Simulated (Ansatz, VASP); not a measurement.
# Cross-check of Mn3ZnP between VASP and Ansatz, part 2 of 2

One calculation is typed for both programs; each brings its own data sets. How far apart do they land? The two relaxations start from unlike cells of this crystal (the structure described is Ansatz's start), so only their ends are compared.

VASP 6.6.1 and Ansatz 0.2.0.

So far: The structure; Ansatz: relaxation of cell and atoms, PBE.

The structure was built from a prototype and need not be the compound's stable phase.

### 3. VASP: relaxation of cell and atoms, PBE

Level of this step: PBE, spin-polarised from a ferromagnetic start; plane waves and PAW (Zn, Mn_pv, P) (VASP).

Its own start cell and the same functional, mesh and smearing now go to VASP, with its own data sets.

Lines of VASP's logs that name or quote its potential files are left out, and so is its time.

The input, INCAR:

```
SYSTEM = Mn3ZnP
PREC = Accurate
ENCUT = 500
EDIFF = 1E-07
NELM = 200
ISMEAR = -1
SIGMA = 0.05
LREAL = .FALSE.
ALGO = Normal
GGA = PE
NBANDS = 42
ISPIN = 2
MAGMOM = -0.16 2.84 2.84 2.84 -0.09
LASPH = .TRUE.
LMAXMIX = 4
LORBIT = 11
LWAVE = .FALSE.
LCHARG = .FALSE.
ISIF = 3
IBRION = 2
NSW = 80
EDIFFG = -0.005
GGA_COMPAT = .FALSE.
NELMIN = 4
KPAR = 2
```

The input, POSCAR:

```
Mn3ZnP
1.0
    4.3192799129      0.0000000000      0.0000000000
    0.0000000000      4.3192799129      0.0000000000
    0.0000000000      0.0000000000      4.3192799129
Zn Mn P
1 3 1
Direct
    0.0000000000      0.0000000000      0.0000000000
    0.5000000000      0.5000000000      0.0000000000
    0.5000000000      0.0000000000      0.5000000000
    0.0000000000      0.5000000000      0.5000000000
    0.5000000000      0.5000000000      0.5000000000
```

The input, KPOINTS:

```
Automatic mesh
0
Gamma
6 6 6
0 0 0
```

The projector-augmented-wave data sets are Zn, Mn_pv and P (PBE family, release 64).

Command:

```
$ mpirun -np 2 vasp_std
```

Numbers of over 12 decimals in the logs are rounded to 6 here.

What it wrote:

```text
[banner, memory and clock lines left out]
running    2 mpi-ranks, on    1 nodes
 distrk:  each k-point on    1 cores,    2 groups
 distr:  one band on    1 cores,    1 groups

 POSCAR found type information on POSCAR ZnMnP
 POSCAR found :  3 types and       5 ions
 LDA part: xc-table for (Slater+PW92), standard interpolation
 POSCAR, INCAR and KPOINTS ok, starting setup
 FFT: planning ... GRIDC
 FFT: planning ... GRID_SOFT
 FFT: planning ... GRID
 WAVECAR not read
 entering main loop
       N       E                     dE             d eps       ncg     rms          rms(c)
DAV:   1     0.593739493560E+03    0.59374E+03   -0.29785E+04  3408   0.167E+03
DAV:   2     0.116797472787E+02   -0.58206E+03   -0.55495E+03  3360   0.464E+02
DAV:   3    -0.351143544298E+02   -0.46794E+02   -0.44680E+02  3658   0.144E+02
DAV:   4    -0.364103304039E+02   -0.12960E+01   -0.12883E+01  3684   0.231E+01
DAV:   5    -0.364328204604E+02   -0.22490E-01   -0.22483E-01  3782   0.326E+00    0.218E+01
DAV:   6    -0.342487167605E+02    0.21841E+01   -0.32876E+01  3674   0.502E+01    0.186E+01
DAV:   7    -0.321868336628E+02    0.20619E+01   -0.87125E+00  3788   0.315E+01    0.757E+00
DAV:   8    -0.322916211392E+02   -0.10479E+00   -0.61153E-01  3558   0.560E+00    0.391E+00
DAV:   9    -0.322830171577E+02    0.86040E-02   -0.64813E-02  3682   0.175E+00    0.156E+00
DAV:  10    -0.322822103977E+02    0.80676E-03   -0.98368E-03  3728   0.761E-01    0.627E-01
DAV:  11    -0.322825720073E+02   -0.36161E-03   -0.14156E-03  3662   0.317E-01    0.220E-01
DAV:  12    -0.322827037420E+02   -0.13173E-03   -0.21671E-04  3682   0.129E-01    0.881E-02
DAV:  13    -0.322827216671E+02   -0.17925E-04   -0.25105E-05  3656   0.284E-02    0.372E-02
DAV:  14    -0.322827232943E+02   -0.16272E-05   -0.58252E-06  3560   0.151E-02    0.150E-02
DAV:  15    -0.322827227292E+02    0.56510E-06   -0.13106E-06  3516   0.888E-03    0.384E-03
DAV:  16    -0.322827228954E+02   -0.16618E-06   -0.28236E-07  3136   0.363E-03    0.168E-03
DAV:  17    -0.322827229971E+02   -0.10177E-06   -0.41577E-08  1854   0.137E-03    0.825E-04
DAV:  18    -0.322827230703E+02   -0.73197E-07   -0.12280E-08  1758   0.698E-04
   1 F= -.32282723E+02 E0= -.32262859E+02  d E =-.322827E+02  mag=     9.0671
 curvature:   0.00 expect dE= 0.000E+00 dE for cont linesearch  0.000E+00
 trial: gam= 0.00000 g(F)=  0.000E+00 g(S)=  0.619E-03 ort = 0.000E+00 (trialstep = 0.100E+01)
 search vector abs. value=  0.619E-03
 bond charge predicted
       N       E                     dE             d eps       ncg     rms          rms(c)
DAV:   1    -0.323060896074E+02   -0.23367E-01   -0.24813E-01  3474   0.510E+00    0.139E+00
DAV:   2    -0.322925874939E+02    0.13502E-01   -0.13961E-01  3548   0.359E+00    0.129E+00
DAV:   3    -0.322836027006E+02    0.89848E-02   -0.20506E-02  3546   0.156E+00    0.272E-01
DAV:   4    -0.322833579995E+02    0.24470E-03   -0.12056E-03  3430   0.211E-01    0.133E-01
DAV:   5    -0.322831522362E+02    0.20576E-03   -0.30482E-04  3652   0.137E-01    0.376E-02
DAV:   6    -0.322831375867E+02    0.14649E-04   -0.19190E-05  3956   0.454E-02    0.242E-02
DAV:   7    -0.322831374497E+02    0.13703E-06   -0.55583E-06  3644   0.137E-02    0.110E-02
DAV:   8    -0.322831379404E+02   -0.49066E-06   -0.61671E-07  3098   0.447E-03    0.403E-03
DAV:   9    -0.322831380391E+02   -0.98721E-07   -0.63984E-08  1744   0.287E-03
   2 F= -.32283138E+02 E0= -.32263190E+02  d E =-.414969E-03  mag=     9.1427
 trial-energy change:   -0.000415  1 .order   -0.000423   -0.000619   -0.000227
 step:   1.7373(harm=  1.5794)  dis= 0.00000  next Energy=   -32.283219 (dE=-0.495E-03)
 bond charge predicted
       N       E                     dE             d eps       ncg     rms          rms(c)
DAV:   1    -0.322956176522E+02   -0.12480E-01   -0.13465E-01  3472   0.375E+00    0.102E+00
DAV:   2    -0.322882637396E+02    0.73539E-02   -0.75465E-02  3538   0.264E+00    0.944E-01
DAV:   3    -0.322834466324E+02    0.48171E-02   -0.11054E-02  3534   0.114E+00    0.201E-01
DAV:   4    -0.322833158321E+02    0.13080E-03   -0.65239E-04  3404   0.155E-01    0.974E-02
DAV:   5    -0.322832047573E+02    0.11107E-03   -0.16637E-04  3638   0.101E-01    0.276E-02
DAV:   6    -0.322831969628E+02    0.77945E-05   -0.10574E-05  3988   0.335E-02    0.178E-02
DAV:   7    -0.322831969727E+02   -0.98744E-08   -0.30863E-06  3400   0.101E-02    0.807E-03
DAV:   8    -0.322831973266E+02   -0.35383E-06   -0.33163E-07  2846   0.338E-03    0.296E-03
DAV:   9    -0.322831973935E+02   -0.66980E-07   -0.37975E-08  1724   0.224E-03
   3 F= -.32283197E+02 E0= -.32263312E+02  d E =-.474323E-03  mag=     9.1994
 curvature:  -0.73 expect dE=-0.355E-05 dE for cont linesearch -0.355E-05
 trial: gam= 0.00000 g(F)=  0.345E-63 g(S)=  0.486E-05 ort =-0.548E-04 (trialstep = 0.115E+01)
 search vector abs. value=  0.486E-05
 reached required accuracy - stopping structural energy minimisation
```

From OUTCAR (step 3):

```text
ion  position               nearest neighbor table
   1  0.000  0.000  0.000-   2 3.05   3 3.05   4 3.05   3 3.05   4 3.05   2 3.05   4 3.05   4 3.05
                             2 3.05   3 3.05   3 3.05   2 3.05
   2  0.500  0.500  0.000-   5 2.16   5 2.16   4 3.05   1 3.05   3 3.05   4 3.05   3 3.05   1 3.05
                             3 3.05   3 3.05   1 3.05   4 3.05   4 3.05   1 3.05
   3  0.500  0.000  0.500-   5 2.16   5 2.16   4 3.05   1 3.05   1 3.05   2 3.05   2 3.05   4 3.05
                             2 3.05   2 3.05   1 3.05   4 3.05   1 3.05   4 3.05
   4  0.000  0.500  0.500-   5 2.16   5 2.16   3 3.05   1 3.05   1 3.05   2 3.05   1 3.05   3 3.05
                             1 3.05   2 3.05   3 3.05   2 3.05   2 3.05   3 3.05
   5  0.500  0.500  0.500-   2 2.16   3 2.16   4 2.16   2 2.16   3 2.16   4 2.16

  LATTYP: Found a simple cubic cell.
 ALAT       =     4.3192799129

 Subroutine GETGRP returns: Found 48 space group operations
 (whereof 48 operations were pure point group operations)

The static configuration has the point symmetry O_h .

 Found     20 irreducible k-points:

   k-points           NKPTS =     20   k-points in BZ     NKDIM =     20   number of bands    NBANDS=     42

   dimension x,y,z NGX =    32 NGY =   32 NGZ =   32
   dimension x,y,z NGXF=    64 NGYF=   64 NGZF=   64

   ENCUT  =  500.0 eV  36.75 Ry    6.06 a.u.   7.88  7.88  7.88*2*pi/ulx,y,z

   NELECT =      56.0000    total number of electrons

 k-points in reciprocal lattice and weights: Automatic mesh
   0.00000000  0.00000000  0.00000000       0.005
   0.16666667  0.00000000  0.00000000       0.028
   0.33333333  0.00000000  0.00000000       0.028
   0.50000000  0.00000000  0.00000000       0.014
   0.16666667  0.16666667  0.00000000       0.056
   0.33333333  0.16666667  0.00000000       0.111
   0.50000000  0.16666667  0.00000000       0.056
   0.33333333  0.33333333  0.00000000       0.056
   0.50000000  0.33333333  0.00000000       0.056
[...]
0.50000000  0.50000000  0.33333333       0.028
   0.50000000  0.50000000  0.50000000       0.005

 average (electrostatic) potential at core
       1 -33.4968       2 -68.8051       3 -68.8051       4 -68.8051       5 -82.8758

 E-fermi :   5.8496

 spin component 1
 k-point     1 :       0.0000    0.0000    0.0000
  band No.  band energies     occupation
    ...
     29       4.0702      1.00000
     30       4.6455      1.00000
     31       4.7526      1.00000
     32       4.7526      1.00000
     33       4.7526      1.00000
     34       7.4678      0.00000
     35       9.2452      0.00000
     36       9.2452      0.00000
     37       9.5574      0.00000
     38       9.5574      0.00000
    ...

 k-point     2 :       0.1667    0.0000    0.0000
  band No.  band energies     occupation
    ...
     29       4.0652      1.00000
     30       4.5720      1.00000
     31       4.7528      1.00000
     32       4.9320      1.00000
     33       4.9320      1.00000
     34       7.5270      0.00000
     35       8.5357      0.00000
     36       9.3333      0.00000
     37       9.6290      0.00000
     38       9.6290      0.00000
    ...

 k-point     3 :       0.3333    0.0000    0.0000
  band No.  band energies     occupation
    ...
     29       4.0279      1.00000
     30       4.3713      1.00000
     31       4.7531      1.00000
     32       5.3787      0.99992
     33       5.3787      0.99992
     34       7.5887      0.00000
     35       8.0647      0.00000
     36       9.5816      0.00000
     37       9.5816      0.00000
     38       9.6062      0.00000
    ...

 k-point     4 :       0.5000    0.0000    0.0000
  band No.  band energies     occupation
    ...
     29       4.0045      1.00000
     30       4.2075      1.00000
     31       4.7533      1.00000
     32       5.6475      0.98273
     33       5.6475      0.98273
     34       7.6013      0.00000
     35       7.9430      0.00000
     36       9.4279      0.00000
     37       9.4279      0.00000
     38       9.8782      0.00000
    ...

 k-point     5 :       0.1667    0.1667    0.0000
  band No.  band energies     occupation
    ...
     29       4.1591      1.00000
     30       4.4957      1.00000
     31       4.6446      1.00000
     32       5.0761      1.00000
     33       5.2081      1.00000
     34       7.3925      0.00000
     35       8.5584      0.00000
     36       9.0413      0.00000
     37       9.7451      0.00000
     38      10.2225      0.00000
    ...

 k-point     6 :       0.3333    0.1667    0.0000
  band No.  band energies     occupation
    ...
     29       4.1627      1.00000
     30       4.3239      1.00000
     31       4.5724      1.00000
     32       5.3030      0.99998
     33       5.6854      0.96391
     34       7.0855      0.00000
     35       8.4347      0.00000
     36       9.3091      0.00000
     37       9.7964      0.00000
     38      10.2489      0.00000
    ...

  Total       -0.0129549     -0.0129549     -0.0129549     -0.0000000      0.0000000      0.0000000
  in kB       -0.2556944     -0.2556944     -0.2556944     -0.0000000      0.0000000      0.0000000
  external PRESSURE =      -0.2556944 kB  Pullay stress =       0.0000000 kB

  energy-cutoff  :      500.00
  volume of cell :       81.18
      direct lattice vectors                 reciprocal lattice vectors
     4.329867314 -0.000000000 -0.000000000     0.230953959 -0.000000000 -0.000000000
     0.000000000  4.329867314 -0.000000000     0.000000000  0.230953959 -0.000000000
     0.000000000  0.000000000  4.329867314     0.000000000  0.000000000  0.230953959

 POSITION                                       TOTAL-FORCE (eV/Angst)
 -----------------------------------------------------------------------------------
      0.00000      0.00000      0.00000         0.000000      0.000000      0.000000
      2.16493      2.16493     -0.00000         0.000000      0.000000      0.000000
      2.16493      0.00000      2.16493         0.000000     -0.000000      0.000000
      0.00000      2.16493      2.16493        -0.000000      0.000000      0.000000
      2.16493      2.16493      2.16493        -0.000000      0.000000      0.000000
 -----------------------------------------------------------------------------------
    total drift:                                0.000000     -0.000000     -0.000000

  FREE ENERGIE OF THE ION-ELECTRON SYSTEM (eV)
  ---------------------------------------------------
  free  energy   TOTEN  =       -32.2831973935 eV

  energy  without entropy=      -32.2434258010  energy(sigma->0) =      -32.26331160

 reached required accuracy - stopping structural energy minimisation

 total charge
# of ion       s       p       d       tot
------------------------------------------
    1        0.531   0.327   9.722  10.580
    2        0.274   6.260   5.125  11.659
    3        0.274   6.260   5.125  11.659
    4        0.274   6.260   5.125  11.659
    5        1.034   1.663   0.000   2.697
--------------------------------------------------
tot          2.388  20.769  25.098  48.255

 magnetization (x)
# of ion       s       p       d       tot
------------------------------------------
    1       -0.062  -0.070   0.018  -0.114
    2        0.017   0.015   3.073   3.105
    3        0.017   0.015   3.073   3.105
    4        0.017   0.015   3.073   3.105
    5       -0.019  -0.096   0.000  -0.115
--------------------------------------------------
tot         -0.031  -0.120   9.238   9.086

[... 6 further parts left out ...]
```

CONTCAR:

```
Mn3ZnP
   1.00000000000000
     4.3298673139019375   -0.0000000000000000   -0.0000000000000000
     0.0000000000000000    4.3298673139019375   -0.0000000000000000
     0.0000000000000000    0.0000000000000000    4.3298673139019375
  Zn              Mn              P
     1     3     1
Direct
     0.0000000000000000    0.0000000000000000    0.0000000000000000
     0.5000000000000000    0.5000000000000000    0.0000000000000000
     0.5000000000000000    0.0000000000000000    0.5000000000000000
     0.0000000000000000    0.5000000000000000    0.5000000000000000
     0.5000000000000000    0.5000000000000000    0.5000000000000000
```

The magnetic state follows from one typed start and may not be the lowest. The k-mesh is coarse for a metal.

### 4. Comparison

Known differences besides the potentials themselves: VASP starts from the moments at which Ansatz ended; the data sets hold 62 valence electrons in Ansatz (on its default PAW (the set named soft_2) files) and 56 in VASP; the cutoff is 420 eV in Ansatz and 500 eV in VASP; Ansatz adds a Pulay correction to the stress that steers its cell, VASP none; site moments are counted in spheres of each program's own size. Total energies have different zeros and are not compared.

Compared:

```csv
quantity,Ansatz,VASP,difference
volume (Å³),80.92,81.18,-0.31 %
"edge a after relaxation, in the typed setting (Å)",4.325,4.330,-0.10 %
total moment (μB),9.13,9.20,-0.07
moment on Mn2 (μB),2.84,3.10,-0.26
moment on Mn3 (μB),2.84,3.10,-0.26
moment on Mn4 (μB),2.84,3.10,-0.26
moment on P5 (μB),-0.09,-0.12,+0.03
moment on Zn1 (μB),-0.16,-0.11,-0.05
```

### 5. Results

| Quantity | Value |
| --- | --- |
| difference in volume (relaxation of cell and atoms, PBE) | -0.31 % |

In words: The difference in volume is -0.31 % (relaxation of cell and atoms, PBE), within the 1.2 % picked in this series as the mark of a large difference, as far as the stopping tolerances let one tell. The data sets hold unlike numbers of valence electrons (62 in Ansatz and 56 in VASP), so part of the differences comes from the potentials. How closely two codes agree says nothing of how well the functional describes the real material.

[Lines on the potential files, build, host, timing and source positions are cut from VASP's logs without a mark.]

[Logs are printed without paths, hosts, clocks, repeated set-up lines and the standing remarks that a program may print on its own settings, such as how far it seeks lower states.]

[Hosts, paths, dates, database ids (printed as entryN), source tags and the programs' standing remarks are cut or masked in the printed files.]
